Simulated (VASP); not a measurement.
Given:

```xyz
4
Lattice="2.3683 -1.7306 0.0000 2.3683 1.7306 0.0000 -0.8596 0.0000 5.1150" Properties=species:S:1:pos:R:3 pbc="T T T"
Cu     1.1842     0.8653     0.0000
Cu     0.7543    -0.8653     2.5575
O      2.1534    -0.2824     1.2788
O      1.7236     0.2824     3.8363
```

All values below come from PBE GGA, VASP's PBE PAW potentials (set 64) (plane waves; VASP). Settings: 400 eV cut-off, 8×8×5 Γ-centred mesh, Fermi-Dirac smearing of 0.050 eV, potentials Cu O.

At this cut-off the stress carries a Pulay error, which pulls relaxed volumes low.

Question: Give the force on each atom (eV/Å).

Answer: 
```tsv
atom	Fx	Fy	Fz
Cu1	0.000	0.000	0.000
Cu2	0.000	0.000	0.000
O3	0.000	0.327	0.000
O4	0.000	-0.327	0.000
```

Question: Give the stress tensor in GPa (positive for a compressed cell).

Answer: 
```
-5.18   0.00  -0.48
 0.00  -2.75   0.00
-0.48   0.00  -6.54
```
The pressure is its mean diagonal, -4.82 GPa.

The structure comes from a measured CuO entry of the Crystallography Open Database, whose conditions weren't checked. The cell was not relaxed at this level.
